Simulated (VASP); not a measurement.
# H22CO12 in VASP: further runs, part 3 of 3

VASP 6.6.1. The steps go on from the part before.

### Step 4. Single point, r2SCAN

Contents of POSCAR:

```
H22CO12
1.0
    7.1334920000      0.0000000000      0.0000000000
    0.0000000000      7.1334920000      0.0000000000
    0.0000000000      0.0000000000      7.1334920000
O H C
12 22 1
Direct
    0.4785874856      0.0389991325      0.2605736433
    0.3416138968      0.3365392433      0.8396869303
    0.7300772188      0.7347313209      0.1189038973
    0.9288998992      1.0651305139      0.7085309691
    0.0570407873      0.2920168692      0.4033228046
    0.3256329439      0.0290320645      0.6302523364
    0.3988509414      0.7851414146      0.9444322640
    0.0593818567      0.6907556636      0.5493382484
    0.7146289643      0.2511252553     -0.0245461830
    0.9928096926      0.5334133689      0.8972463977
    0.3823232717      0.5000636434      0.3599359192
    0.6147199716      0.3395251582      0.5027832091
    0.5714592517      0.1011986836      0.1852669071
    0.3922342662     -0.0175369931      0.1657112674
    0.4048087529      0.4190654451      0.7522683140
    0.3339598615      0.2248407933      0.7489739948
    0.8569155191      0.7061338262      0.0665452488
    0.7460862085      0.8150846738      0.2271678443
    1.0402058347      1.0702892777      0.7804172206
    0.8315142149      1.1140126042      0.7947440048
   -0.0009812866      0.4144814349      0.4268596642
    0.0109904097      0.2202708015      0.5117129170
    0.4029863635      0.0246583300      0.5153016223
    0.3547070635     -0.0783767613      0.7048581536
    0.3438428192      0.6637001906      0.9669457820
    0.5274135024      0.7738145638      0.9876369105
    0.1806548602      0.6624245180      0.5007365257
    0.0621294592      0.8270984253      0.5556605376
    0.6055519513      0.2975541292     -0.0897176306
    0.8063372048      0.3524220676     -0.0319619059
    1.0192063018      0.5877345906      0.7719641376
    1.0873216091      0.4342193136      0.9017883527
    0.2962784566      0.3923323948      0.3678002302
    0.6344999055      0.6025940731      0.3633844406
    0.5650248153      0.4740034754      0.4081871824
```

Contents of INCAR.step1:

```
SYSTEM = H22CO12
PREC = Accurate
ENCUT = 520
ISMEAR = -1
SIGMA = 0.02
LREAL = Auto
LASPH = .TRUE.
NELM = 100
NBANDS = 72
GGA = PE
ALGO = Normal
EDIFF = 1E-4
LWAVE = .TRUE.
LCHARG = .FALSE.
```

Contents of INCAR.step2:

```
SYSTEM = H22CO12
PREC = Accurate
ENCUT = 520
EDIFF = 1E-6
ISMEAR = -1
SIGMA = 0.02
LREAL = Auto
LASPH = .TRUE.
NELM = 100
ALGO = Normal
ISIF = 2
LWAVE = .FALSE.
LCHARG = .FALSE.
METAGGA = R2SCAN
LMIXTAU = .TRUE.
NBANDS = 72
ISTART = 1
```

Contents of KPOINTS:

```
regular mesh
0
G
  1 1 1
  0 0 0
```

Started as:

```console
$ cat potpaw_PBE.64/O/POTCAR potpaw_PBE.64/H/POTCAR potpaw_PBE.64/C/POTCAR > POTCAR
$ cp INCAR.step1 INCAR
$ mpirun -np 1 vasp_gam > vasp.out
$ cp INCAR.step2 INCAR
$ mpirun -np 1 vasp_gam > vasp.out
```

Wall time 96 s (1 thread of Intel Xeon 6975P-C (Granite Rapids), shared host); peak memory 0.41 GiB.

The run converged. Its results:

```
Free energy            : -190.4130 eV
Pressure               : -1.1 GPa
Largest force          : 2.564 eV/Å
Band gap on the k mesh : 5.18 eV, direct
```

Forces on the atoms (eV/Å):
```
O   -1.249 -0.878 -0.576
O    0.197 -0.711 -1.283
O    1.282 -0.063 -0.405
O   -1.011  0.119 -0.307
O   -0.136  0.861  0.414
O   -0.012  0.349 -1.032
O   -0.528  0.140 -0.510
O   -0.408  0.492  0.149
O    0.377 -0.246  0.129
O    0.342 -0.155 -0.327
O    0.275  0.560 -0.658
O    0.418  1.223 -0.847
H    0.426  0.483 -0.196
H    0.881  0.372  0.881
H   -0.054  0.461  0.146
H   -0.064  0.229  0.963
H   -1.048  0.031  0.349
H    0.041  0.165 -0.324
H    0.971 -0.054  0.504
H    0.196 -0.059 -0.282
H    0.109 -0.492 -0.301
H    0.081 -0.253 -0.186
H   -0.295  0.274  0.260
H    0.415 -0.631  0.784
H   -0.181 -0.038  0.119
H    0.523 -0.085  0.272
H    0.817 -0.456 -0.435
H   -0.414 -0.005  0.256
H   -0.531  0.016 -0.001
H   -0.065  0.109 -0.015
H   -0.402  0.080  0.295
H    0.152  0.214  0.197
H   -0.021 -0.591  0.428
H    0.788 -0.436  0.121
C   -1.875 -1.025  1.418
```

Stress tensor (GPa, compression positive):
```
-0.39  0.01  0.81
 0.01 -0.88 -0.57
 0.81 -0.57 -1.91
```

Levels at points of the mesh, in eV from the valence-band top:
```
           k point  band 45  band 46  band 47  band 48  band 49  band 50  band 51  band 52  band 53  band 54
(0.00, 0.00, 0.00)    -0.70    -0.64    -0.59    -0.49     0.00     5.18     5.42     7.66     8.11     8.38
```

Caveat: the standard files for N, O and F lose accuracy on very short bonds; the PAW data sets were made with another functional, which shifts forces and pressure a little.

### Step 5. Single point, r2SCAN

Contents of POSCAR:

```
H22CO12
1.0
    7.1334920000      0.0000000000      0.0000000000
    0.0000000000      7.1334920000      0.0000000000
    0.0000000000      0.0000000000      7.1334920000
O H C
12 22 1
Direct
    0.4793865333      0.0362515301      0.2620455732
    0.3403101875      0.3352215156      0.8354814164
    0.7291800425      0.7380676953      0.1188758605
    0.9296989469      1.0609390184      0.7101290644
    0.0571949895      0.2930261925      0.4041218522
    0.3280721419      0.0295647630      0.6279813589
    0.3990191620      0.7860526093      0.9456518631
    0.0561295926      0.6909939760      0.5523381816
    0.7166896662      0.2522046706     -0.0243919808
    0.9935947219      0.5298667189      0.8989986952
    0.3799822023      0.4990963752      0.3605106728
    0.6149582841      0.3432540472      0.4998253310
    0.5777675226      0.0961660853      0.1828417274
    0.3887436896     -0.0106399503      0.1724120529
    0.3978976916      0.4268877010      0.7482029839
    0.3378429527      0.2224716871      0.7472637525
    0.8422522938      0.7115589392      0.0645966940
    0.7550719900      0.8227246908      0.2191212943
    1.0535793690      1.0654529367      0.7720903030
    0.8249676316      1.1233208084      0.7802770368
   -0.0033223560      0.4109207664      0.4250933484
    0.0131352219      0.2388030995      0.5178109122
    0.3781177578      0.0446064845      0.5021944372
    0.3572864454     -0.0742413393      0.7116290311
    0.3418241725      0.6646674588      0.9558011700
    0.5297685902      0.7758332104      0.9889266014
    0.1890098145      0.6744242511      0.5171380300
    0.0617649813      0.8300002299      0.5473756752
    0.5955989016      0.3002736948     -0.0716619574
    0.8029587753      0.3548192106     -0.0238312456
    1.0277855502      0.5778095777      0.7739407292
    1.0850085764      0.4245746683      0.9191431069
    0.3102968364      0.3808373234      0.3683189103
    0.6400231471      0.5956970303      0.3618704556
    0.5646603375      0.4725736007      0.4064489033
```

Contents of INCAR.step1:

```
ALGO     = Normal         # electronic algorithm
EDIFF    = 1E-4           # SCF threshold, eV
ENCUT    = 520            # plane-wave cutoff, eV
GGA      = PE             # functional
ISMEAR   = -1             # smearing method
LASPH    = True           # aspherical terms in the spheres
LCHARG   = False          # write CHGCAR
LREAL    = Auto         
LWAVE    = True           # write WAVECAR
NBANDS   = 72             # bands
NELM     = 100            # most SCF steps
PREC     = Accurate       # precision mode
SIGMA    = 0.02           # smearing width, eV
```

Contents of INCAR.step2:

```
ALGO     = Normal         # electronic algorithm
EDIFF    = 1E-6           # SCF threshold, eV
ENCUT    = 520            # plane-wave cutoff, eV
ISIF     = 2              # what is computed and relaxed
ISMEAR   = -1             # smearing method
ISTART   = 1            
LASPH    = True           # aspherical terms in the spheres
LCHARG   = False          # write CHGCAR
LMIXTAU  = True         
LREAL    = Auto         
LWAVE    = False          # write WAVECAR
METAGGA  = R2SCAN         # meta-GGA
NBANDS   = 72             # bands
NELM     = 100            # most SCF steps
PREC     = Accurate       # precision mode
SIGMA    = 0.02           # smearing width, eV
```

Contents of KPOINTS:

```
k-points
0
Gamma
  1 1 1
```

Started as:

```console
$ cat potpaw_PBE.64/O/POTCAR potpaw_PBE.64/H/POTCAR potpaw_PBE.64/C/POTCAR > POTCAR
$ cp INCAR.step1 INCAR
$ mpirun -np 1 vasp_gam > vasp.out
$ cp INCAR.step2 INCAR
$ mpirun -np 1 vasp_gam > vasp.out
```

Wall time 95 s (1 thread of Intel Xeon 6975P-C (Granite Rapids), shared host); peak memory 0.41 GiB.

It converged, with:

* Free energy: -189.9003 eV
* Pressure: -0.5 GPa
* Largest force: 3.622 eV/Å
* Band gap on the k mesh: 5.17 eV, direct

Forces in eV/Å, atoms in the order of the input:
```
O    0.558  0.503 -0.531
O    0.762  0.272 -1.397
O   -2.582  0.547  0.986
O    0.207  0.219 -0.047
O    0.419  0.514 -0.491
O   -1.180  0.675  0.702
O   -0.003  0.579 -0.611
O    1.620  1.325 -0.528
O   -1.341 -0.762 -0.096
O    0.996 -1.099  0.289
O    0.784  0.112 -0.565
O    0.978 -0.982  0.520
H   -0.743 -0.187  0.682
H    0.117 -0.193 -0.095
H   -0.500 -0.515  0.756
H   -0.055  0.202  0.621
H    3.022 -1.020 -1.717
H   -0.117  0.562  0.376
H   -1.426  0.235 -0.101
H    1.388 -0.374  0.124
H   -0.121  1.046 -0.655
H   -0.224 -1.700  1.026
H    0.749 -0.720 -0.016
H    0.735 -0.193 -0.490
H   -0.108 -0.233  0.262
H   -0.171 -0.240  0.147
H   -0.651 -0.796 -0.070
H   -0.999 -0.625  0.519
H    0.440 -0.194  0.224
H    0.451  0.821 -0.159
H   -0.363  0.109  0.181
H   -0.631  1.221 -0.282
H   -0.514 -0.142  0.334
H    0.666  0.105 -0.158
C   -2.161  0.928  0.259
```

Stress tensor (GPa, compression positive):
```
-1.13 -0.23 -0.01
-0.23  0.37  0.05
-0.01  0.05 -0.79
```

Levels at points of the mesh, in eV from the valence-band top:
```
           k point  band 47  band 48  band 49  band 50  band 51  band 52
(0.00, 0.00, 0.00)    -0.53    -0.31     0.00     5.17     5.62     7.61
```

Caveat: the standard files for N, O and F lose accuracy on very short bonds; the PAW data sets were made with another functional, which shifts forces and pressure a little. r2SCAN opens gaps a little over a GGA but as a rule still falls short of measured ones.
